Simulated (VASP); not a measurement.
Output of a VASP run:

File OSZICAR:
```
       N       E                     dE             d eps       ncg     rms          rms(c)
DAV:   1     0.115924507307E+03    0.11592E+03   -0.80510E+03  1222   0.136E+03
DAV:   2     0.527721554476E+01   -0.11065E+03   -0.10807E+03  1267   0.307E+02
DAV:   3    -0.228126467229E+01   -0.75585E+01   -0.74959E+01  1607   0.881E+01
DAV:   4    -0.248613457424E+01   -0.20487E+00   -0.20479E+00  1455   0.169E+01
DAV:   5    -0.249590331461E+01   -0.97687E-02   -0.97685E-02  1815   0.306E+00    0.347E+00
DAV:   6    -0.239330501872E+01    0.10260E+00   -0.19119E-01  1615   0.727E+00    0.199E+00
DAV:   7    -0.237725234696E+01    0.16053E-01   -0.69602E-02  1541   0.272E+00    0.592E-01
DAV:   8    -0.237678755443E+01    0.46479E-03   -0.67453E-03  1697   0.108E+00    0.253E-01
DAV:   9    -0.237700939909E+01   -0.22184E-03   -0.54065E-04  1287   0.271E-01    0.752E-02
DAV:  10    -0.237702740345E+01   -0.18004E-04   -0.25545E-05  1690   0.407E-02    0.315E-02
DAV:  11    -0.237703697710E+01   -0.95737E-05   -0.14669E-05  1242   0.426E-02    0.152E-02
DAV:  12    -0.237703745165E+01   -0.47455E-06   -0.42972E-07  1512   0.506E-03    0.360E-03
DAV:  13    -0.237703739528E+01    0.56368E-07   -0.29816E-07  1231   0.619E-03
   1 F= -.23770374E+01 E0= -.23771252E+01  d E =0.263559E-03
```

### OUTCAR
```
------------------------ aborting loop because EDIFF is reached ----------------------------------------
  FORCE on cell =-STRESS in cart. coord.  units (eV):
  Direction    XX          YY          ZZ          XY          YZ          ZX
  --------------------------------------------------------------------------------------
  Total        0.0074472      0.0074472      0.0074472      0.0000000      0.0000000      0.0000000
  in kB        0.1670661      0.1670661      0.1670661      0.0000000      0.0000000      0.0000000
  external PRESSURE =       0.1670661 kB  Pullay stress =       0.0000000 kB
  volume of cell :       71.42
      direct lattice vectors                 reciprocal lattice vectors
     0.000000000  3.293025027  3.293025027    -0.151836077  0.151836077  0.151836077
     3.293025027  0.000000000  3.293025027     0.151836077 -0.151836077  0.151836077
     3.293025027  3.293025027  0.000000000     0.151836077  0.151836077 -0.151836077
  FREE ENERGIE OF THE ION-ELECTRON SYSTEM (eV)
  ---------------------------------------------------
  free  energy   TOTEN  =        -2.3770373953 eV

  energy  without entropy=       -2.3773009548  energy(sigma->0) =       -2.37712525
```
(Selected blocks of OUTCAR.)

### POSCAR
```
InSb
1
    0.0000000000     3.2930250266     3.2930250266
    3.2930250266     0.0000000000     3.2930250266
    3.2930250266     3.2930250266     0.0000000000
In Sb
1 1
Direct
  0.0000000000   0.0000000000   1.0000000000
  0.2500000000   0.2500000000   0.2500000000
```

Reconstruct the remaining input files.

This is not unique; one that fits is the input of the run itself, rev-vdW-DF2, plane waves, VASP's PBE PAW potentials (set 64).

INCAR:
```
SYSTEM=InSb
PREC=Accurate; ENCUT=520; LREAL=.FALSE.
LASPH=.TRUE.
EDIFF=1E-7; NELM=100; ALGO=Normal
LMAXMIX=4
ISMEAR=1; SIGMA=0.1
GGA=MK; LUSE_VDW=.TRUE.; AGGAC=0.0
PARAM1=0.1234568; PARAM2=0.7114; ZAB_VDW=-1.8867
ISIF=2
LWAVE=.FALSE.; LCHARG=.FALSE.
```

File KPOINTS:
```
K-points
0
Gamma
 10 10 10
0 0 0
```

POTCAR, in this order: In_d Sb (PBE.64 set). Program: vasp_std.

The compound is InSb in the zinc blende structure. It was relaxed first.
